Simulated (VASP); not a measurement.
Crystal: Tl3Mo.

```
CELL_PARAMETERS angstrom
-3.08017 3.08017 3.08017
3.08017 -3.08017 3.08017
3.08017 3.08017 -3.08017
ATOMIC_POSITIONS crystal
Tl 0.00000 0.50000 0.50000
Tl 0.50000 0.00000 0.50000
Tl 0.50000 0.50000 0.00000
Mo 0.00000 0.00000 0.00000
```

The cell was built by a generator and needn't be a form met in nature.

The cell isn't the ideal one: species swapped into the Sb3Au type (Im-3m, No. 229).

- Program: VASP 6.6.1
- Task: relaxation of cell and atoms
- Functional: PBE
- Potentials or basis: VASP PAW PBE potentials, release 64 (Tl_d, Mo_sv)
- Cutoff: 600 eV
- k mesh: 10 × 10 × 10
- Occupations: gaussian, width 0.1 eV
- Spin: no spin polarisation

At the start: pressure -3.1 GPa; volume 29.22 Å³/atom.

Q: Where does the relaxation end?

A: Over 3 steps the energy falls by 20.6 meV/atom and the volume is 27.24 Å³/atom (-6.8 %); space group Im-3m (No. 229, to 0.05 Å).

The path:
```
step  energy change (eV)  largest force (eV/Å)  pressure (GPa)  volume (Å³)
   1              0.0000                0.0000           -3.11       116.89
   2             -0.0792                0.0000            0.71       107.56
   3             -0.0823                0.0000            0.01       108.96
```

Final structure:
```cif
data_structure
_symmetry_space_group_name_H-M 'P 1'
_symmetry_Int_Tables_number 1
_cell_length_a 5.2115
_cell_length_b 5.2115
_cell_length_c 5.2115
_cell_angle_alpha 109.471
_cell_angle_beta 109.471
_cell_angle_gamma 109.471
_cell_volume 108.96
loop_
_atom_site_label
_atom_site_type_symbol
_atom_site_fract_x
_atom_site_fract_y
_atom_site_fract_z
_atom_site_occupancy
Tl1 Tl 0.00000 0.50000 0.50000 1
Tl2 Tl 0.50000 0.00000 0.50000 1
Tl3 Tl 0.50000 0.50000 0.00000 1
Mo1 Mo 0.00000 0.00000 0.00000 1
```
